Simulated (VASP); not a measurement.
Wanted: the native input for a VASP 6.6.1 run.

| Quantity | Value |
| --- | --- |
| Task | single point |
| Functional | rev-vdW-DF2 |
| Potentials or basis | VASP PAW PBE potentials, release 64 (Ag) |
| Cutoff | 400 eV |
| k mesh | 1 × 1 × 1 |
| Occupations | gaussian, width 0.01 eV |
| Spin | collinear spin, ferromagnetic start |
| Starting moments | [0.5] μB |
| Fixed moment | 1 μB |
| Further INCAR settings | ALGO = Normal; EDIFF = 1e-06; NBANDS = 16; ISYM = 0 |

The structure of Ag lies in POSCAR:

```
Ag                                      
1.0
   10.5000000000      0.0000000000      0.0000000000
    0.0000000000     11.0000000000      0.0000000000
    0.0000000000      0.0000000000     11.5000000000
  Ag            
     1
Selective dynamics
Direct
     0.5000000000000000    0.5045454544999970    0.5000000000000000   F   F   F
```

One way to write it, as run:

INCAR

```
SYSTEM = Ag
AGGAC = 0.0
ALGO = Normal
EDIFF = 1E-6
ENCUT = 400
GGA = MK
ISIF = 2
ISMEAR = 0
ISPIN = 2
ISYM = 0
LASPH = .TRUE.
LCHARG = .FALSE.
LMAXMIX = 4
LORBIT = 11
LREAL = .FALSE.
LUSE_VDW = .TRUE.
LWAVE = .FALSE.
MAGMOM = 0.5
NBANDS = 16
NELM = 60
NUPDOWN = 1
PARAM1 = 0.1234
PARAM2 = 0.711357
PREC = Accurate
SIGMA = 0.01
ZAB_VDW = -1.8867
```

KPOINTS

```
k-points
0
G
  1 1 1
  0 0 0
```

Potentials or basis: VASP PAW PBE potentials, release 64 (Ag).

Command:

```sh
$ cat potpaw_PBE.64/Ag/POTCAR > POTCAR
$ mpirun -np 1 vasp_gam > vasp.out
```

It gave:

```json
{
  "Net moment": "1.00 μB per cell",
  "Site moments": "Ag +0.34 μB",
  "Valence electrons inside the program's atomic spheres": "Ag 9.70"
}
```

Caveat: the total moment is fixed, so each spin has its own Fermi level.

It took 7.6 min on 1 thread of Intel(R) Xeon(R) 6975P-C (Granite Rapids), on a shared host, peak memory 2.8 GiB.
